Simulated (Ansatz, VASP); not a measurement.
**Two plane-wave programs on BaCdSnF**

```
CELL_PARAMETERS angstrom
4.47841 0.00000 0.00000
0.00000 4.47841 0.00000
0.00000 0.00000 9.52562
ATOMIC_POSITIONS crystal
Ba 0.25000 0.25000 0.35865
Ba 0.75000 0.75000 0.64135
Cd 0.25000 0.75000 0.00000
Cd 0.75000 0.25000 0.00000
Sn 0.25000 0.25000 0.81486
Sn 0.75000 0.75000 0.18514
F 0.25000 0.75000 0.50000
F 0.75000 0.25000 0.50000
```

The cell was built by a generator and needn't be a form met in nature.

Alike in both runs: task single point; functional HSE06; k mesh 3 × 3 × 1; no spin polarisation.

```csv
,VASP,Ansatz
version,VASP 6.6.1,Ansatz 0.2.0
potentials or method,"VASP PAW PBE potentials, release 64 (Ba_sv, Cd, Sn_d, F)",PAW plane waves
plane-wave cutoff (eV),520,420
occupations,"fermi-dirac, width 0.1 eV",fermi-dirac
valence electrons in the cell,86,102
```

VASP gave:

* pressure (GPa): 5.5
* largest component of the traceless stress (GPa): 0.46
* rms of the force components (eV/Å): 0.064

**Question.** Which values does Ansatz return?

**Answer.** Pressure (GPa): 4.9; largest component of the traceless stress (GPa): 0.66; rms of the force components (eV/Å): 0.055.

Atom by atom the forces differ by 0.041 eV/Å (rms over components). The two sets of potentials don't hold the same shells in valence. Ansatz warned: «filled_band_counts_differ_across_k_points».

Caveats: the k mesh is coarse (spacing up to 0.66 Å⁻¹), so the values aren't converged, least of all with exact exchange; the PAW data sets were made with another functional, which shifts forces and pressure a little (VASP). Spin-orbit coupling is left out, which matters for the levels of Ba.
